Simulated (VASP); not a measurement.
Input:

```
GaN
1.0
    1.58557    -2.74629     0.00000
    1.58557     2.74629     0.00000
    0.00000     0.00000     5.16116
Ga N
2 2
Direct
  0.66667   0.33333   0.50003
  0.33333   0.66667   0.00003
  0.66667   0.33333   0.87697
  0.33333   0.66667   0.37697
```

Level of theory: revPBE GGA, VASP's PBE PAW potentials (set 64) (plane waves; VASP 6.6.1). Settings: 520 eV cut-off, 8×8×4 Γ-centred mesh, Gaussian smearing of 0.050 eV, potentials Ga_d N.

Task: What does the run give for the energy per atom (σ→0), pressure?

Result: 
The energy per atom (σ→0) comes out as -5.711 eV/atom and the pressure comes out as 11.51 GPa.

The compound is GaN in the wurtzite structure. This cell is one point of a volume scan, at 0.94 of the reference volume.
